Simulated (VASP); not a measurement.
An input for Quantum ESPRESSO's pw.x (written as the equivalent of a VASP run, and not itself run):

```
&CONTROL
  calculation = 'scf'
  pseudo_dir = './pseudo'
  outdir = './out'
  tprnfor = .true.
  tstress = .true.
/
&SYSTEM
  ibrav = 0
  nat = 2
  ntyp = 2
  ecutwfc = 86
  occupations = 'tetrahedra'
  input_dft = 'vdw-df-ob86'
/
&ELECTRONS
  conv_thr = 7.3e-09
  electron_maxstep = 100
/
ATOMIC_SPECIES
  Pb 207.200 Pb.upf
  Se 78.971 Se.upf
CELL_PARAMETERS angstrom
     0.0000000    3.0786880    3.0786880
     3.0786880    0.0000000    3.0786880
     3.0786880    3.0786880    0.0000000
ATOMIC_POSITIONS crystal
  Pb   0.0000000  0.0000000  0.0000000
  Se   0.5000000  0.5000000  0.5000000
K_POINTS automatic
  8 8 8 0 0 0
```

Question: Translate this input to VASP (INCAR, KPOINTS, POSCAR, choice of POTCAR).

Answer: One answer among several that fit: 
File KPOINTS:
```
Automatic mesh
0
Gamma
8 8 8
0 0 0
```

POSCAR:
```
PbSe
6.1573760
  0.0000000000   0.4999999947   0.4999999947
  0.4999999947   0.0000000000   0.4999999947
  0.4999999947   0.4999999947   0.0000000000
Pb Se
1 1
Cartesian
  0.0000000000   0.0000000000   0.0000000000
  0.4999999947   0.4999999947   0.4999999947
```

INCAR:
```
SYSTEM = PbSe
PREC = Accurate; ENCUT = 520; LREAL = F
LASPH = T
EDIFF = 1E-7; NELM = 100; ALGO = Normal
LMAXMIX = 4
ISMEAR = -5
GGA = MK; LUSE_VDW = T; AGGAC = 0.0
PARAM1 = 0.1234; PARAM2 = 1.0
ISIF = 2
LWAVE = F; LCHARG = T; LORBIT = 11
NEDOS = 601
```

POTCAR, in this order: Pb_d Se (PBE.64 set). Program: vasp_std.

What does not carry over: the potentials are each code's own (VASP's PAW set, PseudoDojo norm-conserving files in pw.x), so ENCUT and ecutwfc are chosen apart and not converted; conv_thr bounds pw.x's estimated SCF error, while EDIFF bounds the energy change between steps.

The compound is PbSe in the rock salt structure. It was relaxed first.
